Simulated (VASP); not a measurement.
Ti4AlC3, 16 atoms in the cell. Symmetry: P6_3/mmc, No. 194, hexagonal system. The conventional cell has a = 3.033 Å, b = 3.033 Å, c = 23.188 Å, α = 90.00°, β = 90.00°, γ = 120.00°. Around Ti (site symmetry 3m) lie 6 C at 2.11 to 2.19 Å. Ti (site symmetry 3m) has 3 C at 2.04 Å as nearest neighbours. Al (site symmetry -6m2) is surrounded by 6 Ti at 2.85 Å and 6 Al at 3.03 Å. C (site symmetry -3m) has 6 Ti at 2.11 Å as nearest neighbours. C (site symmetry 3m) has 6 Ti at 2.04 to 2.19 Å as nearest neighbours. The cell comes from a database or a generator and needn't be the stable form of this composition.

| Property | Result |
| --- | --- |
| Program | VASP 6.6.1 |
| Task | relaxation of cell and atoms |
| Functional | LDA |
| Potentials or basis | VASP PAW LDA potentials, release 64 (Ti_sv, Al, C) |
| Cutoff | 600 eV |
| k mesh | 12 × 12 × 2 |
| Occupations | gaussian, width 0.03 eV |
| Spin | no spin polarisation |
| Further INCAR settings | ALGO = Normal; EDIFF = 1e-07; IBRION = 2; EDIFFG = -0.005; NSW = 90; ISIF = 3 |

Potentials or basis: VASP PAW LDA potentials, release 64 (Ti_sv, Al, C).

The run is started by

```console
$ cat potpaw_LDA.64/Ti_sv/POTCAR potpaw_LDA.64/Al/POTCAR potpaw_LDA.64/C/POTCAR > POTCAR
$ mpirun -np 4 vasp_std > vasp.out
```

Hardware: 4 MPI ranks on Intel(R) Xeon(R) Platinum 8375C CPU @ 2.90GHz (Ice Lake) (shared host).

Question: How long does it take, and how much memory?

Answer: Wall time 4.7 min on 4 MPI ranks on Intel(R) Xeon(R) Platinum 8375C CPU @ 2.90GHz (Ice Lake), with other jobs on the host, peak memory 0.58 GiB a rank. Counts: scf iterations 19, k points 38, ion steps 1.
